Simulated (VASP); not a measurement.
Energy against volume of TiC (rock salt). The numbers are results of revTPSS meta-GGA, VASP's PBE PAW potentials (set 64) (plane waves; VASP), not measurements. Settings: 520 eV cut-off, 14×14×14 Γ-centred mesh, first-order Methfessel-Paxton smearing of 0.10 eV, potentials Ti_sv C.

| V (Å³/atom) | E (eV/atom) |
|---|---|
| 9.801 | -9.85465 |
| 10.104 | -9.86363 |
| 10.407 | -9.85794 |
| 10.710 | -9.83962 |

Q: Fit these four points and predict the energy of the run at 9.498 Å³/atom.

A: A cubic in V^(−2/3), the third-order Birch-Murnaghan form, passes through the four points with V0 = 10.13 Å³/atom and B0 = 255 GPa, and gives -9.8286 eV/atom there. The run gave -9.8286 eV/atom, -0.1 meV/atom from the fit; all five points give B0 = 255 GPa.

The compound is TiC in the rock salt structure. It was relaxed first.
